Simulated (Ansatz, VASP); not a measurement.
# Cross-check of Al between VASP and Ansatz

Aim: how closely do two programs agree when they are given the same cell, functional and k mesh? The cell is a member of a volume series, scaled by 1.015 from a relaxed one, so a pressure remains.

Calculated with Ansatz 0.2.0; plane waves, with VASP 6.6.1 beside it; single point at r2SCAN with rVV10.

### Step 1. Starting point

The structure is cubic, space group Fm-3m (No. 225). Conventional cell: a = 4.002 Å, b = 4.002 Å, c = 4.002 Å, α = 90.00°, β = 90.00°, γ = 90.00°. Nearest to Al lie 12 Al at 2.83 Å.

As a file:

```cif
data_structure
_symmetry_space_group_name_H-M 'Fm-3m'
_symmetry_Int_Tables_number 225
_cell_length_a 4.0022
_cell_length_b 4.0022
_cell_length_c 4.0022
_cell_angle_alpha 90.000
_cell_angle_beta 90.000
_cell_angle_gamma 90.000
_cell_volume 64.11
loop_
_atom_site_label
_atom_site_type_symbol
_atom_site_symmetry_multiplicity
_atom_site_Wyckoff_symbol
_atom_site_fract_x
_atom_site_fract_y
_atom_site_fract_z
_atom_site_occupancy
Al1 Al 4 a 0.00000 0.00000 0.00000 1
```

### Step 2. Ansatz: single point, r2SCAN with rVV10, volume scaled by 1.015

Ansatz runs on its default PAW (the set named soft_2) files.

A single point gives forces, pressure and levels at one fixed geometry, so differences don't come from the geometry; what else differs is listed under the comparison.

Input file input.yaml:

```yaml
crystal:
  lattice:
    - [0.0, 2.00112222, 2.00112222]
    - [2.00112222, 0.0, 2.00112222]
    - [2.00112222, 2.00112222, 0.0]
  atoms:
    - { symbol: Al, position: [0.0, 0.0, 0.0] }
hamiltonian:
  xc: r2scan
  pseudopotentials: { kind: paw }
  dispersion: rvv10
kpoints:
  mp_grid: { grid: [18, 18, 18] }
scf:
  occupations: { method: methfessel_paxton, width: 0.15 }
  n_extra_bands: 4
output:
  forces: true
  stress: true
  eigenvalues: true
```

Launch:

```sh
$ ansatz run input.yaml --threads 2 --pin off --max-ram 4608MiB --backend cpu --events-out ev --progress --plain --runs-dir out
```

Numbers of over 12 decimals in the logs are rounded to 6 here.

What it wrote:

```text
scf.n_extra_bands = 4 over 2 filled bands (N_el = 3.0): the run solves 6 bands
Engine: ansatz 0.2.0, aarch64-unknown-linux-gnu
Pseudopotentials: kind: paw
Pseudopotential: Al, paw, valence charge 3, recommended cutoff 500 eV (meta_gga), Al.paw.azcp
Functional definition: r2SCAN+rVV10
  parameter k0 = 0.174
  parameter k1 = 0.065
  parameter a1 = 4.9479
  exchange = r2scan_x(k0 = k0, k1 = k1, a1 = a1)
  correlation = r2scan_c + rvv10(11.95, 0.0093)
Crystal: 1 atoms, lattice volume = 16.027 Å³
Basis set: ecut = 500 eV, 411 PW (Γ), exchange–correlation on 96×96×96 points (64 copies of the dense FFT grid, shifted against one another)
Bands: 6, of which v1, the nominal top of the filled ones, is band 2 counted from 1 (1 counted from 0)
Symmetry: 48 space group operations
Space group: Fm-3m (ITA 225), of the structure as read, at distance tolerance 2.5e-5 Å
k-points: 195 of 5832
Non-local potential: Al, projectors of the file, l = 0: 2, l = 1: 2, l = 2: 1
PAW form: soft (Blöchl's): semilocal exchange-correlation on the pseudo side does not see the compensation charge
rVV10 density: all electrons in the spheres
PAW frozen core: Al, regenerated for the run's functional (the file was generated under x = pbe(κ = 0.804, μ = 0.219515), c = pbe(β = 0.066725))
PAW one-centre angular grid: Al, 302 points (default); XC on 160 Gauss nodes
Initial density: superposition of atomic densities (neutral atoms: chi_scale 0, normalization atom), corrected by the library's trained network
Initial wavefunctions: pseudopotential atomic-orbital guess
Functional: x = r2scan, c = r2scan + rvv10(b = 11.95, C = 0.0093); τ floored in thin density (d = 2e-4 eV/Å³)
SCF iter   1: F=—  HF=-539.980505 eV  |F-HF|=—  |Δ(HF+E_count)|=         —  Δρ=3.39e-3  dr2=2.03e-3  dr2_τ=4.83e-3  ethr=1.77e-3  ⟨swp⟩=4.7  Hψ=10003  notcnv=0
preconditioner: auto → none  [metal: Δε(μ)=0.009 eV  Ē_g=14.352 eV  σ=0.150 eV  W_gap=0.05  n_scr=0 (ndim 8)  ℏωp=16.1 eV  f_vac=0.000  D(μ)=0.55/eV (n_scr^D=0)]
SCF iter   2: F=—  HF=-539.988276 eV  |F-HF|=—  |Δ(HF+E_count)|=   7.77e-3  S|Δr|=    0.00e0  Δρ=2.33e-3  dr2=9.57e-4  dr2_τ=2.71e-6  ethr=6.78e-5  ⟨swp⟩=2.0  Hψ=3229  notcnv=0  defer=48
SCF iter   3: F=—  HF=-539.988215 eV  |F-HF|=—  |Δ(HF+E_count)|=   6.04e-5  S|Δr|=    0.00e0  Δρ=1.18e-3  dr2=2.33e-4  dr2_τ=6.98e-7  ethr=3.19e-5  ⟨swp⟩=1.0  Hψ=1082  notcnv=0  defer=48
SCF iter   4: F=—  HF=-539.988201 eV  |F-HF|=—  |Δ(HF+E_count)|=   1.48e-5  S|Δr|=    0.00e0  Δρ=3.99e-4  dr2=2.59e-5  dr2_τ=3.43e-8  ethr=7.76e-6  ⟨swp⟩=1.0  Hψ=1082  notcnv=0  defer=48
SCF iter   5: F=—  HF=-539.988200 eV  |F-HF|=—  |Δ(HF+E_count)|=   1.97e-7  S|Δr|=    0.00e0  Δρ=7.75e-5  dr2=9.63e-7  dr2_τ=1.12e-9  ethr=8.64e-7  ⟨swp⟩=1.0  Hψ=1082  notcnv=0  defer=48
SCF iter   6: F=-539.988200 eV  HF=-539.988200 eV  |F-HF|=1.11e-9  |Δ(HF+E_count)|=   3.77e-8  S|Δr|=    0.00e0  Δρ=9.77e-6  dr2=1.55e-8  dr2_τ=2.06e-11  ethr=3.33e-9  ⟨swp⟩=4.4  Hψ=4819  notcnv=0
SCF 1 converged in 6 iterations: F = -539.988200 eV  dr2 = 1.55e-8
  greatest PAW one-centre occupation: 0.435 electrons in one spin orbital (limit 2), on the Al atom at site 0 (counted from 0), in its partial waves of l = 0
SCF converged after 6 iterations
Stability not checked: this state was not tested for a lower state beside it, because cold or Methfessel-Paxton smearing, or corrected tetrahedra, fill the levels in a way that the test cannot read (fill_not_monotonic; see scf.lower_state_search)
Free energy (F): -539.988200 eV
Harris-Foulkes:  -539.988200 eV  (|F-HF|=1.11e-9)
Internal energy: -539.987353 eV  (E = F + TS)
E sigma→0 (E₀):  -539.987989 eV
Entropy (-TS):   -0.000847 eV (-0.847 meV/atom)
Fermi energy:    8.276251 eV
--- Per-component energies (eV) ---
  E_band       = 10.422880
  E_kinetic    = 23.436671
  E_local      = 10.718408  (includes V_loc(G=0)·N_el)
  E_nonlocal   = 9.576399
  E_hartree    = 0.124257
  E_xc         = -36.448078
  E_vxc        = -31.381841  (∫ρ·V_xc dr)
  E_paw        = -473.103616  (= ΣΔE_a)
  E_vpaw       = -3.399925  (= ΣTr[D̂ρ^β])
  E_aug_tail   = -0.000001  (compensation charges beyond the density's cutoff)
  E_vtau       = 1.224658  (kinetic-family band-sum trace: ∫τ·v_τ [+ j·A + Jᵃ·Aᵃ] dr)
  E_ewald      = -74.231285
  E_core_change = -0.060108  (= ΣΔE_core)
  E_smearing   = -0.000847  (= −TS)
  E_closure    = -0.000000  (closes the sum)
  Σ components = -539.988200   (vs F -539.988200, Δ=0.00e0)
--- Forces (eV/Å), atoms counted from 1 ---
  atom   1  Al    -0.00000000    -0.00000000     0.00000000
  max |Σ_I F_I| component: 8.67e-34 eV/Å
--- Stress (GPa, compression-positive) ---
       -1.025919      -0.000000       0.000000
        0.000000      -1.025919      -0.000000
        0.000000      -0.000000      -1.025919
  P = ⅓ Tr σ = -1.0259 GPa (-10.259 kbar)
--- Band table (eV; the first three rows and the last of 195) ---
  k-point 0: bands = ["-3.7729", "21.7178", "21.7178", "21.7178", "23.9119", "23.9119"]
  k-point 1: bands = ["-3.6821", "20.2077", "21.4657", "21.4657", "24.3075", "24.3075"]
  k-point 2: bands = ["-3.4102", "17.8452", "20.9927", "20.9927", "24.3512", "25.1893"]
  k-point 194: bands = ["6.8124", "7.8139", "8.1282", "10.1320", "23.8553", "25.6348"]
```

Run time: 3.4 s. Hardware: 2 threads of Arm Neoverse N1, shared host; peak memory 0.33 GiB; 6.2 s of CPU time.

The run ends at a pressure of -1.03 GPa.

(Part 1 of 2 ends here.)

[Lines on the potential files, build, host, timing and source positions are cut from VASP's logs without a mark.]

[Logs are printed without paths, hosts, clocks, repeated set-up lines and the standing remarks that a program may print on its own settings, such as how far it seeks lower states.]

[Hosts, paths, dates, database ids (printed as entryN), source tags and the programs' standing remarks are cut or masked in the printed files.]
